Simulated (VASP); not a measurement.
Elastic constants (GPa) of a crystal from PBEsol GGA, VASP's PBE PAW potentials (set 64) (VASP):

|  | xx | yy | zz | yz | xz | xy |
|---|---|---|---|---|---|---|
| xx | 140.4 | 0.4 | 0.4 | 0.0 | 0.0 | 0.0 |
| yy | 0.4 | 140.4 | 0.4 | 0.0 | 0.0 | 0.0 |
| zz | 0.4 | 0.4 | 140.4 | 0.0 | 0.0 | 0.0 |
| yz | 0.0 | 0.0 | 0.0 | 17.2 | 0.0 | 0.0 |
| xz | 0.0 | 0.0 | 0.0 | 0.0 | 17.2 | 0.0 |
| xy | 0.0 | 0.0 | 0.0 | 0.0 | 0.0 | 17.2 |

Question: Work out the Voigt, Reuss and Hill moduli, Young's modulus and Poisson's ratio.

Answer: All eigenvalues are positive (smallest 17.2 GPa), so the crystal is stable. K_V = (C11+C22+C33+2(C12+C13+C23))/9 = (421.2 + 2×1.2)/9 = 47.1 GPa; G_V = (421.2 − 1.2 + 3×51.6)/15 = 38.3 GPa. From the compliances, K_R = 47.1 GPa and G_R = 24.6 GPa. Hill: K = 47.1 GPa, G = 31.5 GPa, E = 9KG/(3K+G) = 77.2 GPa, ν = (3K−2G)/(2(3K+G)) = 0.227. K/G = 1.50, below Pugh's 1.75; universal anisotropy A^U = 2.78.

Question: With a density of 6.59 g/cm³, what are the mean sound speeds?

Answer: v_l = √((K+4G/3)/ρ) = 3.68 km/s and v_t = √(G/ρ) = 2.19 km/s. The crystal is SnTe (rock salt), cubic.

The compound is SnTe in the rock salt structure, which distorts at low temperature. It was relaxed first.
